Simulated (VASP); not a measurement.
TiB2, 3 atoms in the cell. It takes space group P6/mmm (No. 191, hexagonal). The conventional cell has a = 3.033 Å, b = 3.033 Å, c = 3.225 Å, α = 90.00°, β = 90.00°, γ = 120.00°. Around Ti (site symmetry 6/mmm) lie 12 B at 2.38 Å. B (site symmetry -6m2) has 3 B at 1.75 Å as nearest neighbours. 

* Program: VASP 6.6.1
* Task: relaxation of cell and atoms
* Functional: PBE
* Potentials or basis: VASP PAW PBE potentials, release 64 (Ti_sv, B)
* Cutoff: 520 eV
* k mesh: 24 × 24 × 18
* Occupations: gaussian, width 0.1 eV
* Spin: no spin polarisation
* Further INCAR settings: ALGO = Normal; EDIFF = 1e-07; IBRION = 2; EDIFFG = -0.002; NSW = 80; ISIF = 3

Potentials or basis: VASP PAW PBE potentials, release 64 (Ti_sv, B).

Command:

```sh
$ cat potpaw_PBE.64/Ti_sv/POTCAR potpaw_PBE.64/B/POTCAR > POTCAR
$ mpirun -np 1 vasp_std > vasp.out
```

Hardware: 1 thread of Intel(R) Xeon(R) 6975P-C (Granite Rapids), on a shared host.

**Question.** How long does it take, and how much memory?

**Answer.** Wall time 59 s on 1 thread of Intel(R) Xeon(R) 6975P-C (Granite Rapids) (shared host), peak memory 0.32 GiB. Counts: scf iterations 14, k points 610, ion steps 1.
